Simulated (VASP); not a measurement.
Energy against volume of CdSe (wurtzite). All values below come from PBE GGA, VASP's PBE PAW potentials (set 64) (plane waves; VASP). Settings: 520 eV cut-off, 7×7×4 Γ-centred mesh, Gaussian smearing of 0.050 eV, potentials Cd Se.

Shape and ions are relaxed at each volume.

```
V (Å³/atom)  E (eV/atom)
-----------  -----------
29.016          -2.74444
29.914          -2.74850
30.811          -2.74503
31.708          -2.73523
```

Task: Fit these four points and predict the energy of the run at 28.119 Å³/atom.

Result: A cubic in V^(−2/3), the third-order Birch-Murnaghan form, passes through the four points with V0 = 29.92 Å³/atom and B0 = 45 GPa, and gives -2.7314 eV/atom there. The run gave -2.7315 eV/atom, -0.0 meV/atom from the fit; all five points give B0 = 45 GPa.

The compound is CdSe in the wurtzite structure. It was relaxed first, which changed the volume by +7 %.
